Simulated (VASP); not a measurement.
Method: LDA (Ceperley-Alder, Perdew-Zunger), VASP's LDA PAW potentials (set 64) (plane waves; VASP 6.6.1).

The input files of a VASP run:

**POSCAR**
```
CaO
1
    0.0000000000     2.4035550000     2.4035550000
    2.4035550000     0.0000000000     2.4035550000
    2.4035550000     2.4035550000     0.0000000000
Ca O
1 1
Direct
  0.0000000000   0.0000000000   0.0000000000
  0.5000000000   0.5000000000   0.5000000000
```

**INCAR**
```
SYSTEM = CaO
PREC = Accurate; ENCUT = 520; LREAL = .False.
LASPH = .True.
EDIFF = 1E-6; NELM = 100; ALGO = Normal
ISMEAR = 0; SIGMA = 0.05
IBRION = 2; NSW = 60; ISIF = 3
EDIFFG = -0.01
LWAVE = .False.; LCHARG = .False.
```

KPOINTS:
```
Automatic mesh
0
Gamma
9 9 9
0 0 0
```

POTCAR, in this order: Ca_sv O (LDA.64 set). Program: vasp_std.

The run wrote:

**OUTCAR**
```
 ion  position               nearest neighbor table
   1  0.000  0.000  0.000-   2 2.40   2 2.40   2 2.40   2 2.40   2 2.40   2 2.40
   2  0.500  0.500  0.500-   1 2.40   1 2.40   1 2.40   1 2.40   1 2.40   1 2.40
  LATTYP: Found a face centered cubic cell.
 ALAT       =     4.8071100000
 Subroutine PRICEL returns:
 Original cell was already a primitive cell.
 Subroutine GETGRP returns: Found 48 space group operations
The static configuration has the point symmetry O_h .
The dynamic configuration has the point symmetry O_h .
 Subroutine INISYM returns: Found 48 space group operations
 Subroutine IBZKPT returns following result:
 Found     35 irreducible k-points:

 Following reciprocal coordinates:
            Coordinates               Weight
  0.000000  0.000000  0.000000      1.000000
  0.111111  0.000000  0.000000      8.000000
  0.222222  0.000000  0.000000      8.000000
  0.333333  0.000000  0.000000      8.000000
  0.444444  0.000000  0.000000      8.000000
  0.111111  0.111111  0.000000      6.000000
  0.222222  0.111111  0.000000     24.000000
  0.333333  0.111111  0.000000     24.000000
  0.444444  0.111111  0.000000     24.000000
 -0.444444  0.111111  0.000000     24.000000
 -0.333333  0.111111  0.000000     24.000000
 -0.222222  0.111111  0.000000     24.000000
 -0.111111  0.111111  0.000000     12.000000
  0.222222  0.222222  0.000000      6.000000
  0.333333  0.222222  0.000000     24.000000
  0.444444  0.222222  0.000000     24.000000
 -0.444444  0.222222  0.000000     24.000000
 -0.333333  0.222222  0.000000     24.000000
 -0.222222  0.222222  0.000000     12.000000
  0.333333  0.333333  0.000000      6.000000
  0.444444  0.333333  0.000000     24.000000
 -0.444444  0.333333  0.000000     24.000000
 -0.333333  0.333333  0.000000     12.000000
  0.444444  0.444444  0.000000      6.000000
 -0.444444  0.444444  0.000000     12.000000
  0.333333  0.222222  0.111111     24.000000
  0.444444  0.222222  0.111111     48.000000
 -0.444444  0.222222  0.111111     48.000000
  0.444444  0.333333  0.111111     24.000000
 -0.444444  0.333333  0.111111     48.000000
 -0.333333  0.333333  0.111111     48.000000
 -0.222222  0.333333  0.111111     24.000000
 -0.444444  0.444444  0.111111     24.000000
 -0.333333  0.444444  0.111111     24.000000
 -0.333333  0.444444  0.222222     24.000000
   k-points           NKPTS =     35   k-points in BZ     NKDIM =     35   number of bands    NBANDS=     12
   number of dos      NEDOS =    301   number of ions     NIONS =      2
   total plane-waves  NPLWV =  21952
   dimension x,y,z NGX =    28 NGY =   28 NGZ =   28
   dimension x,y,z NGXF=    56 NGYF=   56 NGZF=   56
   ions per type =               1   1
   PREC   = accura    normal or accurate (medium, high low for compatibility)
   ISTART =      0    job   : 0-new  1-cont  2-samecut
   ICHARG =      2    charge: 1-file 2-atom 10-const
   ISPIN  =      1    spin polarized calculation?
   LNONCOLLINEAR =      F non collinear calculations
   LSORBIT =      F    spin-orbit coupling
   INIWAV =      1    electr: 0-lowe 1-rand  2-diag
   ENCUT  =  520.0 eV  38.22 Ry    6.18 a.u.   6.32  6.32  6.32*2*pi/ulx,y,z
   NELM   =    100;   NELMIN=  2; NELMDL= -5     # of ELM steps
   EDIFF  = 0.1E-05   stopping-criterion for ELM
   LREAL  =      F    real-space projection
   NLSPLINE    = F    spline interpolate recip. space projectors
   LMAXMIX     =    2 max onsite mixed and CHGCAR
   VOSKOWN=      0    Vosko Wilk Nusair interpolation
   EDIFFG = -.1E-01   stopping-criterion for IOM
   NSW    =     60    number of steps for IOM
   NBLOCK =      1;   KBLOCK =     60    inner block; outer block
   IBRION =      2    ionic relax: 0-MD 1-quasi-New 2-CG
...
```

### OSZICAR
```
       N       E                     dE             d eps       ncg     rms          rms(c)
DAV:   1     0.135388265552E+03    0.13539E+03   -0.87502E+03   840   0.137E+03
DAV:   2    -0.812272390160E+01   -0.14351E+03   -0.13382E+03   968   0.339E+02
DAV:   3    -0.156186598543E+02   -0.74959E+01   -0.74322E+01  1056   0.806E+01
DAV:   4    -0.158905221732E+02   -0.27186E+00   -0.27151E+00  1232   0.138E+01
DAV:   5    -0.158933706031E+02   -0.28484E-02   -0.28483E-02  1016   0.163E+00    0.844E+00
DAV:   6    -0.143139173842E+02    0.15795E+01   -0.85917E+00   980   0.270E+01    0.379E+00
DAV:   7    -0.142234264692E+02    0.90491E-01   -0.74024E-01  1136   0.852E+00    0.173E+00
DAV:   8    -0.141941423742E+02    0.29284E-01   -0.76907E-02   984   0.312E+00    0.359E-01
DAV:   9    -0.141919675560E+02    0.21748E-02   -0.14613E-02  1036   0.982E-01    0.109E-01
DAV:  10    -0.141920693084E+02   -0.10175E-03   -0.12095E-03  1004   0.354E-01    0.216E-02
DAV:  11    -0.141920822143E+02   -0.12906E-04   -0.17251E-04  1268   0.104E-01    0.258E-02
DAV:  12    -0.141920711099E+02    0.11104E-04   -0.37292E-05  1012   0.640E-02    0.291E-03
DAV:  13    -0.141920712840E+02   -0.17404E-06   -0.27949E-06  1004   0.155E-02
   1 F= -.14192071E+02 E0= -.14192071E+02  d E =-.141921E+02
       N       E                     dE             d eps       ncg     rms          rms(c)
DAV:   1    -0.149717765647E+02   -0.77971E+00   -0.18805E+01   916   0.523E+01    0.591E+00
DAV:   2    -0.143302428218E+02    0.64153E+00   -0.22262E+00   880   0.150E+01    0.221E+00
DAV:   3    -0.142203262091E+02    0.10992E+00   -0.30683E-01  1456   0.752E+00    0.830E-01
DAV:   4    -0.142101253589E+02    0.10201E-01   -0.87905E-02  1320   0.278E+00    0.249E-01
DAV:   5    -0.142115553938E+02   -0.14300E-02   -0.10739E-03  1088   0.391E-01    0.206E-01
DAV:   6    -0.142160531740E+02   -0.44978E-02   -0.82198E-03  1336   0.479E-01    0.831E-02
DAV:   7    -0.142161178527E+02   -0.64679E-04   -0.79959E-05  1052   0.120E-01    0.275E-02
DAV:   8    -0.142161120485E+02    0.58042E-05   -0.77772E-06   900   0.345E-02    0.596E-03
DAV:   9    -0.142161110807E+02    0.96778E-06   -0.21099E-06   904   0.874E-03
   2 F= -.14216111E+02 E0= -.14216111E+02  d E =-.240398E-01
       N       E                     dE             d eps       ncg     rms          rms(c)
DAV:   1    -0.142927004688E+02   -0.76588E-01   -0.18144E+00   908   0.168E+01    0.179E+00
DAV:   2    -0.142345361028E+02    0.58164E-01   -0.22658E-01   944   0.470E+00    0.701E-01
DAV:   3    -0.142233539123E+02    0.11182E-01   -0.28860E-02  1396   0.224E+00    0.272E-01
DAV:   4    -0.142221400247E+02    0.12139E-02   -0.10602E-02  1316   0.960E-01    0.922E-02
DAV:   5    -0.142222009589E+02   -0.60934E-04   -0.94853E-05  1036   0.115E-01    0.854E-02
DAV:   6    -0.142226954868E+02   -0.49453E-03   -0.58394E-04  1348   0.156E-01    0.343E-02
DAV:   7    -0.142227321405E+02   -0.36654E-04   -0.59028E-05  1376   0.750E-02    0.572E-03
DAV:   8    -0.142227308445E+02    0.12959E-05   -0.19921E-06   952   0.116E-02    0.109E-03
DAV:   9    -0.142227308807E+02   -0.36172E-07   -0.53334E-07   552   0.380E-03
   3 F= -.14222731E+02 E0= -.14222731E+02  d E =-.306596E-01
```

### OUTCAR
```
------------------------ aborting loop because EDIFF is reached ----------------------------------------
  FORCE on cell =-STRESS in cart. coord.  units (eV):
  Direction    XX          YY          ZZ          XY          YZ          ZX
  --------------------------------------------------------------------------------------
  Total       -0.0010339     -0.0010339     -0.0010339      0.0000000     -0.0000000      0.0000000
  in kB       -0.0630271     -0.0630271     -0.0630271      0.0000000     -0.0000000      0.0000000
  external PRESSURE =      -0.0630271 kB  Pullay stress =       0.0000000 kB
  volume of cell :       26.28
      direct lattice vectors                 reciprocal lattice vectors
     0.000000000  2.359799047  2.359799047    -0.211882448  0.211882448  0.211882448
     2.359799047 -0.000000000  2.359799047     0.211882448 -0.211882448  0.211882448
     2.359799047  2.359799047  0.000000000     0.211882448  0.211882448 -0.211882448
  FREE ENERGIE OF THE ION-ELECTRON SYSTEM (eV)
  ---------------------------------------------------
  free  energy   TOTEN  =       -14.2227308807 eV

  energy  without entropy=      -14.2227308807  energy(sigma->0) =      -14.22273088

 reached required accuracy - stopping structural energy minimisation
```
(Selected blocks of OUTCAR.)

File CONTCAR:
```
CaO
   1.00000000000000
     0.0000000000000000    2.3597990468071992    2.3597990468071992
     2.3597990468071992   -0.0000000000000000    2.3597990468071992
     2.3597990468071992    2.3597990468071992    0.0000000000000000
  Ca              O
     1     1
Direct
     0.0000000000000000    0.0000000000000000    0.0000000000000000
     0.5000000000000000    0.5000000000000000    0.5000000000000000
```

Energy and stress use the plane-wave basis of the starting cell.

The structure comes from a computed database's CaO entry (Fm-3m); how it stands against other phases isn't given here. This run relaxes it. Symmetry was kept, so distortions that lower it aren't found.
